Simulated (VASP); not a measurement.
VASP ran on this input.

File KPOINTS:
```
Automatic mesh
0
Gamma
7 7 4
0 0 0
```

### POSCAR
```
ZrS2
1.0
  1.9270249536  -3.3377051520   0.0000000000
  1.9270249536   3.3377051520   0.0000000000
  0.0000000000   0.0000000000   6.1468493725
Zr S
1 2
Cartesian
  0.0000000000   0.0000000000   0.0000000000
  1.9270249536   1.1125706091   1.4789792965
  1.9270249536  -1.1125706091   4.6678700760
```

**INCAR**
```
! general
SYSTEM   = ZrS2
PREC     = Accurate
ENCUT    = 520
LREAL    = F
LASPH    = T

! electronic loop
EDIFF    = 1E-7
NELM     = 100
ALGO     = Normal
LMAXMIX  = 4

! smearing
ISMEAR   = 0
SIGMA    = 0.05

! functional
GGA      = ML
LUSE_VDW = T
AGGAC    = 0.0
ZAB_VDW  = -1.8867

! ions
IBRION   = 2
NSW      = 30
ISIF     = 4
EDIFFG   = -0.01

! output
LWAVE    = F
LCHARG   = F
```

POTCAR, in this order: Zr_sv S (PBE.64 set). Program: vasp_std.

Problem. Translate this vdW-DF2 calculation to Quantum ESPRESSO's pw.x.

Solution. One equivalent input (not run):
```
&CONTROL
  calculation = 'vc-relax'
  pseudo_dir = './pseudo'
  outdir = './out'
  tprnfor = .true.
  tstress = .true.
  nstep = 30
  forc_conv_thr = 0.00039
/
&SYSTEM
  ibrav = 0
  nat = 3
  ntyp = 2
  ecutwfc = 66
  occupations = 'smearing'
  smearing = 'gaussian'
  degauss = 0.003675
  input_dft = 'vdw-df2'
/
&ELECTRONS
  conv_thr = 7.3e-09
  electron_maxstep = 100
/
&IONS
/
&CELL
  cell_dofree = 'shape'
/
ATOMIC_SPECIES
  Zr 91.224 Zr.upf
  S 32.060 S.upf
CELL_PARAMETERS angstrom
     1.9270250   -3.3377052    0.0000000
     1.9270250    3.3377052    0.0000000
     0.0000000    0.0000000    6.1468494
ATOMIC_POSITIONS crystal
  Zr   0.0000000  0.0000000  0.0000000
  S    0.3333330  0.6666670  0.2406077
  S    0.6666670  0.3333330  0.7593923
K_POINTS automatic
  7 7 4 0 0 0
```
The two are equivalent in intent, not identical: the potentials are each code's own (VASP's PAW set, PseudoDojo norm-conserving files in pw.x), so ENCUT and ecutwfc are chosen apart and not converted; conv_thr bounds pw.x's estimated SCF error, while EDIFF bounds the energy change between steps; forc_conv_thr acts on force components and is met together with etot_conv_thr.

The compound is ZrS2 in the 1T layered structure. This cell is one point of a volume scan, at 1.06 of the reference volume. Symmetry was kept, so distortions that lower it aren't found.
